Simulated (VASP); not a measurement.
# A VASP study of B2SbN (optB86b-vdW): structure first, properties next, part 5 of 6

Aim: relax B2SbN, then compute properties on the relaxed cell. The cell is invented: it takes the structure of COD entry 9008833, BAs (space group 216 there), with some of its atoms replaced by other elements, volume scaled by an estimate. It may not be a known or stable phase. Left out of this account: 1 further run (relaxation: it shows nothing beyond the runs told).

VASP 6.6.1, plane waves and PAW; the level of theory is named at each step.

Still holding for the runs below: The k-mesh is coarse for a metal.

So far. Step 12 (Volume scan with optB86b-vdW (run 6)): The run ends at a pressure of -6.01 GPa, with forces up to 0.24 eV/Å.

### 13. Volume scan with optB86b-vdW (run 7)

Level of this step: optB86b-vdW; plane waves and PAW (Sb, N, B); invented cell (VASP).

A prediction first. A parabola through the 6 pressures of evenly scaled cells so far, P = -0.01 -167.1 t +368 t² GPa with t = ln(V/V₁) and V₁ the volume at scale 1, gives -8.50 GPa at t = +0.0583.

INCAR

```
SYSTEM = B2SbN
PREC = Accurate
ENCUT = 520
EDIFF = 1E-06
NELM = 100
ISMEAR = 0
SIGMA = 0.05
LREAL = .FALSE.
ALGO = Normal
GGA = MK
AGGAC = 0
LUSE_VDW = .TRUE.
PARAM1 = 0.1234
PARAM2 = 1
LASPH = .TRUE.
NBANDS = 14
LORBIT = 11
LWAVE = .FALSE.
LCHARG = .FALSE.
KPAR = 2
ISIF = 2
```

POSCAR

```
B2SbN
1.0
    3.2123202320      0.0000000000      0.0000000000
    0.0000000000      3.2123202320      0.0000000000
    0.0000000000      0.0000000000      4.7254912067
Sb N B
1 1 2
Direct
    0.5000000000      0.5000000000      0.0000000000
    0.0000000000      0.0000000000      0.5000000000
    0.0000000000      0.5000000000      0.3269467459
    0.5000000000      0.0000000000      0.6730532541
```

KPOINTS

```
Automatic mesh
0
Gamma
7 7 5
0 0 0
```

Potentials, in the order of the species: Sb, N and B (PBE family, release 64).

On the command line:

```
mpirun -np 2 vasp_std
```

What it wrote:

```text
[... set-up lines as in an earlier step ...]
 entering main loop
       N       E                     dE             d eps       ncg     rms          rms(c)
DAV:   1     0.616795469192E+02    0.61680E+02   -0.65381E+03   840   0.990E+02
DAV:   2    -0.147315371696E+02   -0.76411E+02   -0.70470E+02  1194   0.185E+02
DAV:   3    -0.194790742998E+02   -0.47475E+01   -0.46782E+01  1032   0.508E+01
DAV:   4    -0.195383458409E+02   -0.59272E-01   -0.59208E-01  1008   0.624E+00
[...]
DAV:  12    -0.186342951860E+02    0.62089E-05   -0.18781E-05  1116   0.377E-02    0.133E-02
DAV:  13    -0.186342971784E+02   -0.19924E-05   -0.87612E-06   912   0.226E-02    0.299E-03
DAV:  14    -0.186342971576E+02    0.20769E-07   -0.14507E-07   504   0.380E-03
   1 F= -.18634297E+02 E0= -.18633903E+02  d E =-.788742E-03
```

The job ended after 31 s (2 MPI ranks of Intel Xeon Platinum 8375C at 2.90GHz (Ice Lake), shared host; peak memory 0.61 GiB; 56 s of CPU time).

OUTCAR, selected parts (step 13):

```text
  Total       -2.4630012     -2.4630012     -2.8811747      0.0000000     -0.0000000      0.0000000
  in kB      -80.9264676    -80.9264676    -94.6663314      0.0000000     -0.0000000      0.0000000
  external PRESSURE =     -85.5064222 kB  Pullay stress =       0.0000000 kB

 POSITION                                       TOTAL-FORCE (eV/Angst)
 -----------------------------------------------------------------------------------
      1.60616      1.60616      0.00000         0.000000      0.000000     -0.000000
      0.00000      0.00000      2.36275         0.000000     -0.000000     -0.000000
      0.00000      1.60616      1.54498         0.000000     -0.000000     -0.343769
      1.60616      0.00000      3.18051         0.000000      0.000000      0.343769
 -----------------------------------------------------------------------------------
    total drift:                               -0.000000     -0.000000      0.000000

  FREE ENERGIE OF THE ION-ELECTRON SYSTEM (eV)
  ---------------------------------------------------
  free  energy   TOTEN  =       -18.6342971576 eV

  energy  without entropy=      -18.6335084159  energy(sigma->0) =      -18.63390279

[... 1 part as in an earlier step ...]

[... 2 further parts left out ...]
[key lines of the parts left out:]
E-fermi :   8.3813
```

The pressure falls from -6.01 to -8.55 GPa. The parabola predicted -8.50 GPa, +0.05 GPa off.

### 14. The series together

Times are for 2 MPI ranks of Intel Xeon Platinum 8375C at 2.90GHz (Ice Lake), shared host. The runs compared:

| no. | volume scale | energy above the lowest point (meV/atom) | pressure (GPa) | time | memory (GiB) |
| --- | --- | --- | --- | --- | --- |
| 1 | 0.94 | 24.32 | 11.75 | 32 s | 0.62 |
| 2 | 0.96 | 10.51 | 7.413 | 30 s | 0.61 |
| 3 | 0.98 | 2.6 | 3.512 | 34 s | 0.61 |
| 4 | 1 | 0 | -6.99e-4 | 29 s | 0.62 |
| 5 | 1.02 | 2.19 | -3.162 | 28 s | 0.61 |
| 6 | 1.04 | 8.69 | -6.005 | 29 s | 0.61 |
| 7 | 1.06 | 19.08 | -8.551 | 31 s | 0.61 |

### 15. Fit for optB86b-vdW

This step: Birch-Murnaghan fit, optB86b-vdW; plane waves and PAW; invented cell (VASP 6.6.1).

This step runs nothing: it gathers the runs above.

This step gave:

```yaml
pressure_derivative_of_the_bulk_modulus: 4.211
r_m_s_error_of_the_fit: 7.28e-7 eV/atom
minimum_inside_the_sampled_range: yes
bulk_modulus: 166.2 GPa
equilibrium_volume_of_the_fit: 11.51 Å³/atom
```

Table of energy above the fitted minimum by volume:

| volume (Å³/atom) | energy above the fitted minimum (eV/atom) |
| --- | --- |
| 10.810 | 0.0243 |
| 11.040 | 0.0105 |
| 11.271 | 0.00260 |
| 11.501 | 2.8e-6 |
| 11.731 | 0.00219 |
| 11.961 | 0.00869 |
| 12.191 | 0.0191 |

The fitted volume lies +0.05 % from the relaxed one. The atoms bear forces along the scan, since they were held; freeing them would lower the modulus.

### 16. Bands along the symmetry lines (optB86b-vdW + SOC)

This step: optB86b-vdW, spin-orbit coupling; plane waves and PAW (Sb, N, B); invented cell (VASP 6.6.1).

Levels along the symmetry lines show where the bands peak and cross; KPOINTS_OPT computes them in the converged potential. Spin-orbit coupling needs spinors and the noncollinear program, where each band holds one electron.

Changes to INCAR since step 13:

```diff
@@ -15,3 +15,7 @@
 LASPH = .TRUE.
-NBANDS = 14
+LNONCOLLINEAR = .TRUE.
+MAGMOM = 0 0 0 0 0 0 0 0 0 0 0 0
+NBANDS = 28
+GGA_COMPAT = .FALSE.
+LSORBIT = .TRUE.
 LORBIT = 11
@@ -20,2 +24 @@
 KPAR = 2
-ISIF = 2
```

POSCAR

```
B2SbN
1.0
    3.1505294572      0.0000000000      0.0000000000
    0.0000000000      3.1505294572      0.0000000000
    0.0000000000      0.0000000000      4.6345937426
Sb N B
1 1 2
Direct
    0.5000000000      0.5000000000      0.0000000000
    0.0000000000      0.0000000000      0.5000000000
    0.0000000000      0.5000000000      0.3269467459
    0.5000000000      0.0000000000      0.6730532541
```

KPOINTS

```
Automatic mesh
0
Gamma
6 6 4
0 0 0
```

KPOINTS_OPT

```
Line mode
16
Line-mode
Reciprocal
  0.00000000   0.00000000   0.00000000 GAMMA
  0.00000000   0.50000000   0.00000000 X

  0.00000000   0.50000000   0.00000000 X
  0.50000000   0.50000000   0.00000000 M

  0.50000000   0.50000000   0.00000000 M
  0.00000000   0.00000000   0.00000000 GAMMA

  0.00000000   0.00000000   0.00000000 GAMMA
  0.00000000   0.00000000   0.50000000 Z

  0.00000000   0.00000000   0.50000000 Z
  0.00000000   0.50000000   0.50000000 R

  0.00000000   0.50000000   0.50000000 R
  0.50000000   0.50000000   0.50000000 A

  0.50000000   0.50000000   0.50000000 A
  0.00000000   0.00000000   0.50000000 Z

  0.00000000   0.50000000   0.00000000 X
  0.00000000   0.50000000   0.50000000 R

  0.50000000   0.50000000   0.00000000 M
  0.50000000   0.50000000   0.50000000 A
```

On the command line:

```
mpirun -np 2 vasp_ncl
```

What it wrote:

```text
[... set-up lines as in an earlier step ...]
 entering main loop
       N       E                     dE             d eps       ncg     rms          rms(c)
DAV:   1     0.723972403445E+02    0.72397E+02   -0.65248E+03  2016   0.101E+03
DAV:   2    -0.135032525822E+02   -0.85900E+02   -0.79253E+02  2644   0.200E+02
DAV:   3    -0.196775391858E+02   -0.61743E+01   -0.60317E+01  2476   0.569E+01
DAV:   4    -0.197817644914E+02   -0.10423E+00   -0.10377E+00  2540   0.793E+00
DAV:   5    -0.197838663931E+02   -0.21019E-02   -0.21001E-02  2500   0.109E+00    0.783E+00
DAV:   6    -0.188756625834E+02    0.90820E+00   -0.13914E+00  2644   0.108E+01    0.466E+00
DAV:   7    -0.187835128773E+02    0.92150E-01   -0.38688E-01  2212   0.478E+00    0.207E+00
DAV:   8    -0.187677640279E+02    0.15749E-01   -0.61077E-02  2500   0.172E+00    0.857E-01
DAV:   9    -0.187670087890E+02    0.75524E-03   -0.40015E-03  2556   0.609E-01    0.352E-01
DAV:  10    -0.187675639175E+02   -0.55513E-03   -0.33609E-03  2468   0.436E-01    0.128E-01
DAV:  11    -0.187674174211E+02    0.14650E-03   -0.47402E-04  2564   0.216E-01    0.390E-02
DAV:  12    -0.187674520512E+02   -0.34630E-04   -0.18827E-04  2152   0.103E-01    0.181E-02
DAV:  13    -0.187674511181E+02    0.93310E-06   -0.91798E-06  2568   0.260E-02
   1 F= -.18767451E+02 E0= -.18767156E+02  d E =-.590471E-03  mag=    -0.0000     0.0000    -0.0000
 Start KPOINTS_OPT (optional k-point list driver)
k-point batch [1-36\144]
       N       E                     dE             ncg
DAV:   1     0.387409737190E+04   -0.11688E+05     2016
DAV:   2     0.907190332439E+03   -0.29669E+04     2704
DAV:   3     0.705289892199E+03   -0.20190E+03     2428
DAV:   4     0.701889641398E+03   -0.34003E+01     2448
DAV:   5     0.701818011437E+03   -0.71630E-01     2456
DAV:   6     0.701815581343E+03   -0.24301E-02     2524
DAV:   7     0.701815494376E+03   -0.86967E-04     2428
DAV:   8     0.701815490654E+03   -0.37215E-05     1928
DAV:   9     0.701815490472E+03   -0.18288E-06     1488
[...]
k-point batch [109-144\144]
       N       E                     dE             ncg
DAV:   1     0.371850066150E+04   -0.16853E+05     2016
DAV:   2     0.805073936096E+03   -0.29134E+04     2664
DAV:   3     0.608877387180E+03   -0.19620E+03     2464
DAV:   4     0.605716199712E+03   -0.31612E+01     2496
DAV:   5     0.605646960054E+03   -0.69240E-01     2556
DAV:   6     0.605644738584E+03   -0.22215E-02     2620
DAV:   7     0.605644668206E+03   -0.70378E-04     2488
DAV:   8     0.605644665493E+03   -0.27127E-05     1980
DAV:   9     0.605644665336E+03   -0.15772E-06     1648
```

Wall time 2.1 min (2 MPI ranks); peak memory 0.93 GiB.

From OUTCAR (step 16):

```text
   k-points           NKPTS =     36   k-points in BZ     NKDIM =     36   number of bands    NBANDS=     28

   NELECT =      16.0000    total number of electrons

 E-fermi :   9.0781

 k-point     1 :       0.0000    0.0000    0.0000
  band No.  band energies     occupation
    ...
     10       2.5838      1.00000
     11       7.5625      1.00000
     12       7.5625      1.00000
     13       8.1080      1.00000
     14       8.1080      1.00000
     15       9.3635      0.00000
     16       9.3635      0.00000
     17       9.6385      0.00000
     18       9.6385      0.00000
     19      10.5760      0.00000
    ...

Total vdW correction in eV:      2.1494754

  Total        0.0519774      0.0519774      0.1830300      0.0000000     -0.0000000      0.0000000
  in kB        1.8102840      1.8102840      6.3746188      0.0000000     -0.0000000      0.0000000
  external PRESSURE =       3.3317289 kB  Pullay stress =       0.0000000 kB

 POSITION                                       TOTAL-FORCE (eV/Angst)
 -----------------------------------------------------------------------------------
      1.57526      1.57526      0.00000         0.000000     -0.000000      0.000000
      0.00000      0.00000      2.31730         0.000000     -0.000000      0.000000
      0.00000      1.57526      1.51527         0.000000     -0.000000      0.114983
      1.57526      0.00000      3.11933         0.000000      0.000000     -0.114983
 -----------------------------------------------------------------------------------
    total drift:                               -0.000000     -0.000000      0.000000

  FREE ENERGIE OF THE ION-ELECTRON SYSTEM (eV)
  ---------------------------------------------------
  free  energy   TOTEN  =       -18.7674511181 eV

  energy  without entropy=      -18.7668606474  energy(sigma->0) =      -18.76715588

Total vdW correction in eV:      2.1492590

 Spin-Orbit-Coupling matrix elements
 Ion:    1  E_soc:     -0.1148017
 Ion:    2  E_soc:     -0.0000774
 Ion:    3  E_soc:     -0.0000169
 Ion:    4  E_soc:     -0.0000169

 magnetization (x)
# of ion       s       p       d       tot
------------------------------------------
    1        0.000   0.000   0.000   0.000
    2        0.000   0.000   0.000   0.000
    3        0.000   0.000   0.000   0.000
    4        0.000   0.000   0.000   0.000
--------------------------------------------------
tot          0.000   0.000   0.000   0.000

 magnetization (y)
# of ion       s       p       d       tot
------------------------------------------
    1        0.000   0.000   0.000   0.000
    2        0.000   0.000   0.000   0.000
    3       -0.000   0.000   0.000  -0.000
    4        0.000  -0.000   0.000  -0.000
--------------------------------------------------
tot         -0.000  -0.000   0.000  -0.000

 magnetization (z)
# of ion       s       p       d       tot
------------------------------------------
    1       -0.000   0.000   0.000   0.000
    2        0.000  -0.000   0.000  -0.000
    3       -0.000   0.000   0.000  -0.000
    4       -0.000   0.000   0.000  -0.000
--------------------------------------------------
tot         -0.000   0.000   0.000  -0.000

[... 6 parts as in an earlier step ...]

[... 10 further parts left out ...]
```

Numbers from this step:

```yaml
scf_cycles: 13
bands: 28
irreducible_k_points: 36
free_energy_toten: -18.77 eV
energy_at_zero_smearing: -18.77 eV
fermi_energy: 9.078 eV
pressure: 0.3332 GPa
```

On-site spin-orbit energy by atom:

| atom | on-site spin-orbit energy (eV) |
| --- | --- |
| Sb1 | -0.115 |
| N2 | 0.000 |
| B3 | 0.000 |
| B4 | 0.000 |

The electronic bands at the labelled points (eV, zero at the Fermi level; # counts the bands kept, so #1 is VASP's band 5):

| point | #9 | #10 | #11 | #12 | #13 | #14 | #15 | #16 |
| --- | --- | --- | --- | --- | --- | --- | --- | --- |
| Γ | -0.97 | -0.97 | 0.29 | 0.29 | 0.56 | 0.56 | 1.50 | 1.50 |
| 0.53 of the way | -3.41 | -3.38 | 0.10 | 0.10 | 0.55 | 0.55 | 3.00 | 3.05 |
| X | -5.71 | -5.71 | -0.31 | -0.31 | 1.67 | 1.67 | 3.27 | 3.27 |
| 0.53 of the way | -5.35 | -5.23 | -3.52 | -3.22 | 1.51 | 1.53 | 2.24 | 2.24 |
| M | -5.20 | -5.20 | -3.53 | -3.53 | 0.54 | 0.54 | 1.05 | 1.05 |
| 0.53 of the way | -3.38 | -3.32 | -2.73 | -2.48 | 1.53 | 1.54 | 2.16 | 2.18 |
| Γ | -0.97 | -0.97 | 0.29 | 0.29 | 0.56 | 0.56 | 1.50 | 1.50 |
| 0.53 of the way | -0.50 | -0.50 | -0.20 | -0.20 | -0.15 | -0.15 | 1.52 | 1.52 |
| Z | -0.99 | -0.99 | -0.68 | -0.68 | 0.15 | 0.15 | 1.39 | 1.39 |
| 0.53 of the way | -2.98 | -2.79 | -0.33 | -0.32 | 1.26 | 1.26 | 3.00 | 3.04 |
| R | -2.82 | -2.82 | -0.01 | -0.01 | 0.09 | 0.09 | 3.24 | 3.24 |
| 0.47 of the way | -3.96 | -3.96 | -2.98 | -2.97 | 1.55 | 1.56 | 3.15 | 3.29 |
| A | -6.41 | -6.41 | -6.06 | -6.06 | 3.56 | 3.56 | 3.72 | 3.72 |
| 0.47 of the way | -3.66 | -3.52 | -2.18 | -2.16 | 1.71 | 1.74 | 2.94 | 2.98 |
| Z | -0.99 | -0.99 | -0.68 | -0.68 | 0.15 | 0.15 | 1.39 | 1.39 |
| jump to X | -5.71 | -5.71 | -0.31 | -0.31 | 1.67 | 1.67 | 3.27 | 3.27 |
| 0.47 of the way | -4.16 | -4.16 | -0.16 | -0.16 | 1.12 | 1.12 | 3.15 | 3.15 |
| R | -2.82 | -2.82 | -0.01 | -0.01 | 0.09 | 0.09 | 3.24 | 3.24 |
| jump to M | -5.20 | -5.20 | -3.53 | -3.53 | 0.54 | 0.54 | 1.05 | 1.05 |
| 0.47 of the way | -5.75 | -5.75 | -4.83 | -4.83 | 1.87 | 1.87 | 2.31 | 2.31 |
| A | -6.41 | -6.41 | -6.06 | -6.06 | 3.56 | 3.56 | 3.72 | 3.72 |

Of the projections kept (Sb, N, B), the largest for each band there; the rest of the weight can lie on other orbitals:

| point | #9 | #10 | #11 | #12 | #13 | #14 | #15 | #16 |
| --- | --- | --- | --- | --- | --- | --- | --- | --- |
| Γ | B 0.51 | B 0.51 | B 0.43 | B 0.43 | B 0.50 | B 0.50 | B 0.89 | B 0.89 |
| X | N 0.71 | N 0.71 | B 0.65 | B 0.65 | B 0.75 | B 0.75 | B 0.41 | B 0.41 |
| M | B 0.39 | B 0.39 | Sb 0.54 | Sb 0.54 | Sb 0.58 | Sb 0.58 | Sb 0.40 | Sb 0.40 |
| Γ | B 0.51 | B 0.51 | B 0.43 | B 0.43 | B 0.50 | B 0.50 | B 0.89 | B 0.89 |
| Z | Sb 0.50 | Sb 0.50 | B 0.54 | B 0.54 | B 0.73 | B 0.73 | B 0.81 | B 0.81 |
| R | B 0.35 | B 0.35 | B 0.60 | B 0.60 | B 0.64 | B 0.64 | B 0.76 | B 0.76 |

Force by atom:

| atom | x (eV/Å) | y (eV/Å) | z (eV/Å) | size |
| --- | --- | --- | --- | --- |
| Sb1 | 0.000 | 0.000 | 0.000 | 0.000 |
| N2 | 0.000 | 0.000 | 0.000 | 0.000 |
| B3 | 0.000 | 0.000 | 0.115 | 0.115 |
| B4 | 0.000 | 0.000 | -0.115 | 0.115 |

At these settings, which differ from those of the relaxation, the cell is under a pressure of 0.3 GPa.

[end of part 5 of 6]

[Lines on the potential files, build, host, timing and source positions are cut from VASP's logs without a mark.]

[Logs are printed without paths, hosts, clocks, repeated set-up lines and the standing remarks that a program may print on its own settings, such as how far it seeks lower states.]

[Hosts, paths, dates, database ids (printed as entryN), source tags and the programs' standing remarks are cut or masked in the printed files.]

[A measured line is paired with the nearest computed mode of its activity, which favours agreement.]
